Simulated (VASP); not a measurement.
Crystal: FeSi.

```xyz
8
Lattice="4.5507 0.0000 0.0000 0.0000 4.5507 0.0000 0.0000 0.0000 4.5507" Properties=species:S:1:pos:R:3 pbc="T T T"
Fe    0.6213    0.6213    0.6213
Fe    1.6541    3.9294    2.8966
Fe    2.8966    1.6541    3.9294
Fe    3.9294    2.8966    1.6541
Si    3.8335    3.8335    3.8335
Si    2.9925    0.7172    1.5582
Si    1.5582    2.9925    0.7172
Si    0.7172    1.5582    2.9925
```

Base run:

* Program: VASP 6.6.1
* Functional: r2SCAN
* Potentials or basis: VASP PAW PBE potentials, release 64 (Fe, Si)
* Cutoff: 520 eV
* k mesh: 6 × 6 × 6
* Occupations: fermi-dirac, width 0.01 eV
* Spin: no spin polarisation

Its results: band gap on the k mesh 0.30 eV, indirect (least direct gap 0.31 eV).

The run is repeated on the same cell with these changes: functional from r2SCAN to LDA; potentials or basis from VASP PAW PBE potentials, release 64 (Fe, Si) to VASP PAW LDA potentials, release 64 (Fe, Si). What comes out?

Band gap on the k mesh 0.10 eV, indirect (least direct gap 0.12 eV).

Not every run made on this cell is shown here.
